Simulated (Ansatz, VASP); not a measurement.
# BAs: VASP beside Ansatz, part 2 of 3

One calculation is typed for both programs; each brings its own data sets. How far apart do they land? The cell is taken from a series of runs on this material, whose earlier steps may have relaxed, scaled, displaced or heated it; both programs get it as it stands.

VASP 6.6.1 and Ansatz 0.2.0.

So far: Set-up; VASP: zone-centre phonons, PBE, pair 1.

### Step 3. Ansatz: zone-centre phonons, PBE, pair 1

Level of this step: Ansatz beside VASP: Kohn-Sham DFT, plane waves, PBE (Ansatz).

Ansatz runs on its PAW soft_1 files.

The same cell, functional and mesh now go to Ansatz, which takes its cutoff from its data sets.

input.yaml

```yaml
crystal:
  lattice:
    - [0.0, 2.3216775765, 2.3216775765]
    - [2.3216775765, 0.0, 2.3216775765]
    - [2.3216775765, 2.3216775765, 0.0]
  atoms:
    - { symbol: B, position: [0.0, 0.0, 0.0] }
    - { symbol: As, position: [0.75, 0.75, 0.75] }
kpoints:
  mp_grid: { grid: [12, 12, 12] }
hamiltonian:
  xc: pbe
  pseudopotentials: { kind: paw, azcp: { folder: soft_1 } }
scf:
  occupations: { method: fixed }
output:
  eigenvalues: true
phonons:
  method: dfpt
  dielectric: true
  rigid_motions: translations
```

Launch:

```sh
ansatz run input.yaml --threads 4 --pin off --max-ram 10240MiB --backend cpu --events-out ev --progress --plain --runs-dir out
```

Numbers of over 12 decimals in the logs are rounded to 6 here.

What it wrote:

```text
Engine: ansatz 0.2.0, aarch64-unknown-linux-gnu
Pseudopotentials: kind: paw
Pseudopotential: B, paw, valence charge 3, recommended cutoff 420 eV (normal), soft_1/B.paw.azcp
Pseudopotential: As, paw, valence charge 15, recommended cutoff 420 eV (normal), soft_1/As.paw.azcp
Functional definition: PBE
  parameter kappa = 0.804
  parameter beta = 0.066725
  exchange = pbe_x(kappa = kappa, mu = beta*pi^2/3)
  correlation = pbe_c(beta = beta)
Crystal: 2 atoms, lattice volume = 25.029 Å³
Basis set: ecut = 420 eV, 531 PW (Γ), exchange–correlation on 48×48×48 points (8 copies of the dense FFT grid, shifted against one another)
Bands: 13, of which v1, the nominal top of the filled ones, is band 9 counted from 1 (8 counted from 0)
Symmetry: 24 space group operations
k-points: 280 of 1728 (irreducible under 4 space group operations, time reversal used)
Non-local potential: B, projectors of the file, l = 0: 2, l = 1: 2, l = 2: 1
Non-local potential: As, projectors of the file, l = 0: 2, l = 1: 2, l = 2: 3, l = 3: 1
PAW form: soft (Blöchl's): semilocal exchange-correlation on the pseudo side does not see the compensation charge
PAW one-centre angular grid: B, 110 points (default); XC on 64 Gauss nodes
PAW one-centre angular grid: As, 590 points (default); XC on 64 Gauss nodes
Initial density: superposition of atomic densities (chi_scale 0.1, normalization cell, long waves kept (reshape's long-wave potential 0.00 eV rms))
Initial wavefunctions: pseudopotential atomic-orbital guess
Functional: x = pbe(κ = 0.804, μ = 0.219515), c = pbe(β = 0.066725)
SCF iter   1: F=—  HF=-5012.777372 eV  |F-HF|=—  |Δ(HF+E_count)|=         —  Δρ=9.00e-2  dr2=2.57e0  ethr=3.10e-3  ⟨swp⟩=4.4  Hψ=18652  notcnv=0  defer=426
preconditioner: auto → none  [insulator: Δε(μ)=1.820 eV  Ē_g=13.176 eV  n_scr=8 (ndim 8)  ℏωp=21.0 eV  f_vac=0.000  ε∞_Penn≈3.5]
SCF iter   2: F=—  HF=-5012.003378 eV  |F-HF|=—  |Δ(HF+E_count)|=   7.74e-1  Δρ=2.68e-2  dr2=1.46e-1  ethr=3.10e-3  ⟨swp⟩=2.6  Hψ=8020  notcnv=0  defer=502
SCF iter   3: F=—  HF=-5011.976140 eV  |F-HF|=—  |Δ(HF+E_count)|=   2.72e-2  Δρ=1.15e-2  dr2=2.17e-2  ethr=8.11e-4  ⟨swp⟩=3.0  Hψ=6745  notcnv=0  defer=531
SCF iter   4: F=—  HF=-5011.975986 eV  |F-HF|=—  |Δ(HF+E_count)|=   1.54e-4  Δρ=3.97e-3  dr2=2.96e-3  ethr=1.20e-4  ⟨swp⟩=3.0  Hψ=6209  notcnv=0  defer=539
SCF iter   5: F=—  HF=-5011.975509 eV  |F-HF|=—  |Δ(HF+E_count)|=   4.77e-4  Δρ=7.58e-4  dr2=9.08e-5  ethr=1.65e-5  ⟨swp⟩=2.5  Hψ=6434  notcnv=0  defer=543
SCF iter   6: F=—  HF=-5011.975541 eV  |F-HF|=—  |Δ(HF+E_count)|=   3.15e-5  Δρ=8.71e-5  dr2=1.03e-6  ethr=5.05e-7  ⟨swp⟩=2.2  Hψ=6446  notcnv=0  defer=534
SCF iter   7: F=—  HF=-5011.975542 eV  |F-HF|=—  |Δ(HF+E_count)|=   1.29e-6  Δρ=7.22e-6  dr2=6.79e-9  ethr=5.71e-9  ⟨swp⟩=2.0  Hψ=4930  notcnv=0
SCF iter   8: F=—  HF=-5011.975542 eV  |F-HF|=—  |Δ(HF+E_count)|=   1.27e-8  Δρ=7.95e-7  dr2=8.54e-11  ethr=1.00e-12  ⟨swp⟩=6.8  Hψ=25371  notcnv=0
SCF iter   9: F=-5011.975542 eV  HF=-5011.975542 eV  |F-HF|=9.09e-13  |Δ(HF+E_count)|=  1.66e-10  Δρ=3.85e-8  dr2=2.55e-13  ethr=1.00e-12  ⟨swp⟩=5.9  Hψ=15289  notcnv=0
SCF 1 converged in 9 iterations: F = -5011.975542 eV  dr2 = 2.55e-13
  greatest PAW one-centre occupation: 0.999 electrons in one spin orbital (limit 2), on the As atom at site 1 (counted from 0), in its partial waves of l = 2
NSCF: frozen V_eff on 1 k-points
DFPT response loops at Γ: preconditioner auto → none (the input reference at scf.mixing.eps_inf says where Resta's filter doesn't serve); β = 0.50; Broyden in place of MSR1
── the response to a field inside a basis, on 12×12×12 k-points: an SCF that follows is theirs, and a resumed run solves both again ──
Bands: 10, of which v1, the nominal top of the filled ones, is band 9 counted from 1 (8 counted from 0)
k-points: 182 of 1728 (irreducible under 6 space group operations, time reversal used)
Initial density: handed on by an earlier stage of this run
Initial wavefunctions: pseudopotential atomic-orbital guess (no wavefunctions were taken with the density)
Eigensolver: Dense (182 Hₖ)
SCF iter   1: F=—  HF=-5011.974985 eV  |F-HF|=—  |Δ(HF+E_count)|=         —  Δρ=1.30e-4  dr2=9.48e-7  ethr=1.00e-1
preconditioner: auto → none  [insulator: Δε(μ)=1.268 eV  Ē_g=10.182 eV  n_scr=8 (ndim 8)  ℏωp=21.0 eV  f_vac=0.000  ε∞_Penn≈5.3]
SCF iter   2: F=—  HF=-5011.974987 eV  |F-HF|=—  |Δ(HF+E_count)|=   1.18e-6  Δρ=6.98e-5  dr2=3.11e-7  ethr=5.27e-9
SCF iter   3: F=-5011.974987 eV  HF=-5011.974987 eV  |F-HF|=2.08e-8  |Δ(HF+E_count)|=   4.94e-7  Δρ=1.30e-5  dr2=2.35e-8  ethr=1.73e-9
SCF 1 converged in 3 iterations: F = -5011.974987 eV  dr2 = 2.35e-8
DFPT response loops at Γ: mixed as the last ones told, above
SCF converged after 9 iterations
Free energy (F): -5011.975542 eV
Harris-Foulkes:  -5011.975542 eV  (|F-HF|=9.09e-13)
Internal energy: -5011.975542 eV  (E = F + TS)
E sigma→0 (E₀):  -5011.975542 eV
Fermi energy:    12.073799 eV
--- Per-component energies (eV) ---
  E_band       = -197.550849
  E_kinetic    = 150.867430
  E_local      = -1878.347062  (includes V_loc(G=0)·N_el)
  E_nonlocal   = -384.138146
  E_hartree    = 1072.363362
  E_xc         = -104.827880
  E_vxc        = -114.575605  (∫ρ·V_xc dr)
  E_paw        = -2092.447061  (= ΣΔE_a)
  E_vpaw       = -116.084154  (= ΣTr[D̂ρ^β])
  E_aug_tail   = -0.000007  (compensation charges beyond the density's cutoff)
  E_ewald      = -1775.446178
  E_smearing   = -0.000000  (= −TS)
  E_closure    = -0.000000  (closes the sum)
  Σ components = -5011.975542   (vs F -5011.975542, Δ=0.00e0)
--- Band table (eV; the first three rows and the last of 280) ---
  k-point 0: bands = [... 5 lower, -4.1328, 12.0738, 12.0738, 12.0738, 15.4660, 15.4660, 15.4660, 17.8461]
  k-point 1: bands = [... 5 lower, -4.0096, 10.9943, 11.8328, 11.8328, 15.7301, 15.7819, 15.7819, 18.3500]
  k-point 2: bands = [... 5 lower, -3.6435, 8.9682, 11.3288, 11.3288, 15.7590, 16.4275, 16.4275, 19.4959]
  k-point 279: bands = [... 5 lower, 0.7063, 3.6243, 6.0541, 6.3691, 17.3547, 18.4945, 19.0788, 19.6536]
--- Phonons (Γ-DFPT): 2 representative perturbations + reference, on 280 of 1728 k-points (Σ response iterations 6) ---
  k mesh reduced under 4 symmetry operations, with k and −k counted as one. Each operation leaves every solved perturbation unchanged. A smaller set is not considered because the run solves the response to a homogeneous field
  ASR residual: 2.285e-5 → 0.000e0 eV/Å²; symmetrization residual: 3.636e-7 eV/Å²
  ASR residual per site (eV/Å²): 1.83e-5 2.29e-5
  Γ frequencies (cm⁻¹): 0.00 0.00 0.00 751.93 751.93 751.93
  ε∞ (high-frequency dielectric tensor):
        9.484362     0.000000    -0.000000
        0.000000     9.484362     0.000000
       -0.000000     0.000000     9.484362
  ε⁰ (static dielectric tensor: ions relaxed, cell fixed):
        9.689025     0.000000    -0.000000
        0.000000     9.689025     0.000000
       -0.000000     0.000000     9.689025
  ε⁰ − ε∞ (ionic part):
        0.204664    -0.000000    -0.000000
       -0.000000     0.204664    -0.000000
       -0.000000    -0.000000     0.204664
  softest optical mode at Γ: 751.93 cm⁻¹; the repairs (sum rule, projections) moved no ω² at Γ by more than (0.72 cm⁻¹)²
  Born effective charges Z* (e; rows j = field, columns β = displacement):
    site 0:
        -0.74567   -0.00000    0.00000
         0.00000   -0.74567   -0.00000
         0.00000   -0.00000   -0.74567
    site 1:
         0.74567    0.00000   -0.00000
        -0.00000    0.74567    0.00000
        -0.00000    0.00000    0.74567
  Z* charge neutrality: 5.750e-5 e pre-enforcement
  solved inside a basis spanned on kpoints, on 12×12×12 k-points, its susceptibility summed on 16×16×16: ε∞ is read to err by 2.7e-2, Z* by 1.5e-2 e (field_mesh: kpoints solves on kpoints); Z* is corrected for what the basis lacks
  optical modes at Γ without the LO–TO term, one row a degenerate level:
      ω (cm⁻¹)  modes    IR ((D/Å)²/amu)
        751.93      3             4.0737
  optical modes at Γ + LO–TO along q̂ = [1.0000, 0.0000, 0.0000]:
      ω (cm⁻¹)  modes    IR ((D/Å)²/amu)
        751.93      2             2.7158
        760.00      1             1.3579
  optical modes at Γ + LO–TO along q̂ = [0.0000, 1.0000, 0.0000]:
      ω (cm⁻¹)  modes    IR ((D/Å)²/amu)
        751.93      2             2.7158
        760.00      1             1.3579
  optical modes at Γ + LO–TO along q̂ = [0.0000, 0.0000, 1.0000]:
      ω (cm⁻¹)  modes    IR ((D/Å)²/amu)
        751.93      2             2.7158
        760.00      1             1.3579
```

In the SCF lines HF is the Harris–Foulkes energy and dr2 the Hartree energy of the density residual, in eV; the loop may stop once dr2 is under the threshold and the program's other checks hold. Hψ counts applications of the Hamiltonian.

### Step 4. Differences

Known differences besides the potentials themselves: fixed occupations in Ansatz, narrow Gaussian smearing in VASP; VASP's response is taken on the typed mesh, Ansatz refines its own for the field response alone; the data sets hold 18 valence electrons in Ansatz (on its PAW soft_1 files) and 8 in VASP; the cutoff is 420 eV in Ansatz and 500 eV in VASP. Total energies have different zeros and are not compared.

Both answers:

| quantity | Ansatz | VASP | difference |
| --- | --- | --- | --- |
| ε∞ xx | 9.48 | 9.49 | -0.11 % |
| ε∞ yy | 9.48 | 9.49 | -0.11 % |
| ε∞ zz | 9.48 | 9.49 | -0.11 % |
| Born charge of B1 (mean of the diagonal) (e) | -0.75 | -0.78 | +0.04 |
| Born charge of As2 (mean of the diagonal) (e) | 0.75 | 0.78 | -0.04 |
| optical mode 1 to 3 (cm⁻¹) | 751.9 | 757.5 | -0.74 % |

Modes are paired by rising frequency, not by their patterns, so a pair may set unlike modes beside each other; they are those without the splitting of longitudinal modes.

### Step 5. VASP: zone-centre phonons, PBE, pair 2

Second derivatives magnify differences that forces hide, and they need a tight electronic threshold. The cell compared in this pair holds 25.58 Å³, against 25.03 Å³ for the pair before.

INCAR

```
SYSTEM = BAs
PREC = Accurate
ENCUT = 500
EDIFF = 1E-08
NELM = 120
ISMEAR = 0
SIGMA = 0.01
LREAL = .FALSE.
ALGO = Normal
GGA = PE
NBANDS = 10
LORBIT = 11
LWAVE = .FALSE.
LCHARG = .FALSE.
ISIF = 2
IBRION = 8
LEPSILON = .TRUE.
LASPH = .TRUE.
GGA_COMPAT = .FALSE.
EFERMI = MIDGAP
KPAR = 2
```

POSCAR

```
BAs
1.0
    0.0000000000      2.3387493483      2.3387493483
    2.3387493483      0.0000000000      2.3387493483
    2.3387493483      2.3387493483      0.0000000000
B As
1 1
Direct
    0.0000000000      0.0000000000      0.0000000000
    0.7500000000      0.7500000000      0.7500000000
```

KPOINTS

```
Automatic mesh
0
Gamma
12 12 12
0 0 0
```

Potentials, in the order of the species: B and As (PBE family, release 64).

Launch:

```sh
mpirun -np 2 vasp_std
```

What it wrote:

```text
[... set-up lines as in an earlier step ...]
 entering main loop
       N       E                     dE             d eps       ncg     rms          rms(c)
DAV:   1     0.114875661182E+02    0.11488E+02   -0.37531E+03  1440   0.686E+02
DAV:   2    -0.115320674571E+02   -0.23020E+02   -0.21822E+02  2074   0.107E+02
DAV:   3    -0.120871924135E+02   -0.55512E+00   -0.55430E+00  1708   0.162E+01
DAV:   4    -0.120884987773E+02   -0.13064E-02   -0.13063E-02  1744   0.883E-01
[...]
DAV:  13    -0.113186978097E+02   -0.60613E-07   -0.80394E-08  1754   0.195E-03    0.124E-03
DAV:  14    -0.113186979180E+02   -0.10827E-06   -0.12668E-08  1532   0.786E-04    0.126E-04
DAV:  15    -0.113186979231E+02   -0.51211E-08   -0.30928E-10   896   0.142E-04
   1 F= -.11318698E+02 E0= -.11318698E+02  d E =0.000000E+00
 Linear response reoptimize wavefunctions to high precision
DAV:   1    -0.113186979144E+02    0.87446E-08   -0.84901E-11   986   0.531E-05
DAV:   2    -0.113186979144E+02   -0.36380E-11   -0.27869E-12   854   0.136E-05
 Linear response G [H, r] |phi>, progress :
  Direction:   1
[...]
RMM:  10    -0.422808043698E-01    0.45664E-09   -0.18445E-08  9609   0.270E-05    0.665E-07
 first order change of Fermi-energy   0.25185E+01
 force on displaced ion       1 direction 1 : -19.089  -0.000  -0.000
 Born effective charge ion    1 direction 1 :  -0.722   0.000   0.000
 Linear response progress:
  Degree of freedom:   2/  2
       N       E                     dE             d eps       ncg     rms          rms(c)
RMM:   1    -0.386484120714E-01   -0.38648E-01    0.26762E-02 13326   0.113E+00
RMM:   2    -0.363392690425E-01    0.23091E-02   -0.13010E-03  8932   0.210E-01    0.972E-02
RMM:   3    -0.362151377154E-01    0.12413E-03   -0.84733E-05  9541   0.279E-02    0.578E-02
RMM:   4    -0.362803135105E-01   -0.65176E-04   -0.10266E-04  9259   0.354E-02    0.350E-03
[...]
RMM:   8    -0.362603178635E-01    0.11125E-06   -0.27606E-08 10159   0.570E-05    0.189E-05
RMM:   9    -0.362604243209E-01   -0.10646E-06   -0.49899E-08 10086   0.468E-05    0.234E-06
RMM:  10    -0.362604199269E-01    0.43941E-08   -0.53756E-08  9174   0.249E-05    0.140E-06
 first order change of Fermi-energy  -0.25182E+01
 force on displaced ion       2 direction 1 : -19.090  -0.000  -0.000
 Born effective charge ion    2 direction 1 :   0.718   0.000   0.000
 Born effective charges drift removed
 Linear response finished
```

From OUTCAR (step 5):

```text
  Total        2.2195131      2.2195131      2.2195131     -0.0000000      0.0000000      0.0000000
  in kB      138.9911830    138.9911830    138.9911830     -0.0000000      0.0000000      0.0000000
  external PRESSURE =     138.9911830 kB  Pullay stress =       0.0000000 kB

 POSITION                                       TOTAL-FORCE (eV/Angst)
 -----------------------------------------------------------------------------------
      0.00000      0.00000      0.00000         0.000000      0.000000      0.000000
      3.50812      3.50812      3.50812        -0.000000     -0.000000     -0.000000
 -----------------------------------------------------------------------------------
    total drift:                               -0.000000     -0.000000     -0.000000

 MACROSCOPIC STATIC DIELECTRIC TENSOR (including local field effects in DFT)
 ------------------------------------------------------
           9.560251     0.000000     0.000000
          -0.000000     9.560251     0.000000
          -0.000000     0.000000     9.560251
 ------------------------------------------------------

 MACROSCOPIC STATIC DIELECTRIC TENSOR IONIC CONTRIBUTION
 ------------------------------------------------------
           0.191044    -0.000000     0.000000
          -0.000000     0.191044    -0.000000
           0.000000    -0.000000     0.191044
 ------------------------------------------------------

[... 1 part as in an earlier step ...]

[... 1 further part left out ...]
```

### Step 6. Ansatz: zone-centre phonons, PBE, pair 2

The same cell, functional and mesh now go to Ansatz, which takes its cutoff from its data sets.

The cell is taken from a series of runs on this material, whose earlier steps may have relaxed, scaled, displaced or heated it; both programs get it as it stands.

input.yaml, the sections that differ from step 3:

```yaml
crystal:
  lattice:
    - [0.0, 2.3387493483, 2.3387493483]
    - [2.3387493483, 0.0, 2.3387493483]
    - [2.3387493483, 2.3387493483, 0.0]
  atoms:
    - { symbol: B, position: [0.0, 0.0, 0.0] }
    - { symbol: As, position: [0.75, 0.75, 0.75] }
# kpoints, hamiltonian, scf, output, phonons: as in step 3
```

Launch:

```sh
ansatz run input.yaml --threads 4 --pin off --max-ram 10240MiB --backend cpu --events-out ev --progress --plain --runs-dir out
```

What it wrote:

```text
[...]
Crystal: 2 atoms, lattice volume = 25.585 Å³
Basis set: ecut = 420 eV, 531 PW (Γ), exchange–correlation on 48×48×48 points (8 copies of the dense FFT grid, shifted against one another)
Bands: 13, of which v1, the nominal top of the filled ones, is band 9 counted from 1 (8 counted from 0)
Symmetry: 24 space group operations
k-points: 280 of 1728 (irreducible under 4 space group operations, time reversal used)
[...]
optical modes at Γ + LO–TO along q̂ = [1.0000, 0.0000, 0.0000]:
      ω (cm⁻¹)  modes    IR ((D/Å)²/amu)
[...]
optical modes at Γ + LO–TO along q̂ = [0.0000, 1.0000, 0.0000]:
      ω (cm⁻¹)  modes    IR ((D/Å)²/amu)
        735.80      2             2.2762
        742.52      1             1.1381
  optical modes at Γ + LO–TO along q̂ = [0.0000, 0.0000, 1.0000]:
      ω (cm⁻¹)  modes    IR ((D/Å)²/amu)
        735.80      2             2.2762
        742.52      1             1.1381
[key lines of the parts left out:]
SCF converged after 9 iterations
Free energy (F): -5012.027763 eV
Fermi energy:    11.709280 eV
```

### Step 7. Comparison

What differs besides the data sets and the points named for the pairs above, as far as they apply: the data sets hold 18 valence electrons in Ansatz (on its PAW soft_1 files) and 8 in VASP. Total energies have different zeros and are not compared.

The two programs side by side:

| quantity | Ansatz | VASP | difference |
| --- | --- | --- | --- |
| ε∞ xx | 9.55 | 9.56 | -0.12 % |
| ε∞ yy | 9.55 | 9.56 | -0.12 % |
| ε∞ zz | 9.55 | 9.56 | -0.12 % |
| Born charge of B1 (mean of the diagonal) (e) | -0.68 | -0.72 | +0.04 |
| Born charge of As2 (mean of the diagonal) (e) | 0.68 | 0.72 | -0.04 |
| optical mode 1 to 3 (cm⁻¹) | 735.8 | 741.2 | -0.73 % |

Modes are paired by rising frequency, not by their patterns, so a pair may set unlike modes beside each other; they are those without the splitting of longitudinal modes.

### Step 8. Ansatz: zone-centre phonons, PBE, pair 3

Second derivatives magnify differences that forces hide, and they need a tight electronic threshold. The cell compared in this pair holds 26.14 Å³, against 25.58 Å³ for the pair before.

The cell is taken from a series of runs on this material, whose earlier steps may have relaxed, scaled, displaced or heated it; both programs get it as it stands.

input.yaml, the sections that differ from step 6:

```yaml
crystal:
  lattice:
    - [0.0, 2.3555754617, 2.3555754617]
    - [2.3555754617, 0.0, 2.3555754617]
    - [2.3555754617, 2.3555754617, 0.0]
  atoms:
    - { symbol: B, position: [0.0, 0.0, 0.0] }
    - { symbol: As, position: [0.75, 0.75, 0.75] }
# kpoints, hamiltonian, scf, output, phonons: as in step 6
```

What it wrote:

```text
[...]
Crystal: 2 atoms, lattice volume = 26.141 Å³
Basis set: ecut = 420 eV, 531 PW (Γ), exchange–correlation on 48×48×48 points (8 copies of the dense FFT grid, shifted against one another)
Bands: 13, of which v1, the nominal top of the filled ones, is band 9 counted from 1 (8 counted from 0)
Symmetry: 24 space group operations
k-points: 280 of 1728 (irreducible under 4 space group operations, time reversal used)
[...]
optical modes at Γ + LO–TO along q̂ = [1.0000, 0.0000, 0.0000]:
      ω (cm⁻¹)  modes    IR ((D/Å)²/amu)
[...]
optical modes at Γ + LO–TO along q̂ = [0.0000, 1.0000, 0.0000]:
      ω (cm⁻¹)  modes    IR ((D/Å)²/amu)
        720.29      2             1.8818
        725.81      1             0.9409
  optical modes at Γ + LO–TO along q̂ = [0.0000, 0.0000, 1.0000]:
      ω (cm⁻¹)  modes    IR ((D/Å)²/amu)
        720.29      2             1.8818
        725.81      1             0.9409
[key lines of the parts left out:]
SCF converged after 9 iterations
Free energy (F): -5012.066220 eV
Fermi energy:    11.359300 eV
```

(Continued in part 3 of 3.)

[Lines on the potential files, build, host, timing and source positions are cut from VASP's logs without a mark.]

[Logs are printed without paths, hosts, clocks, repeated set-up lines and the standing remarks that a program may print on its own settings, such as how far it seeks lower states.]

[Hosts, paths, dates, database ids (printed as entryN), source tags and the programs' standing remarks are cut or masked in the printed files.]
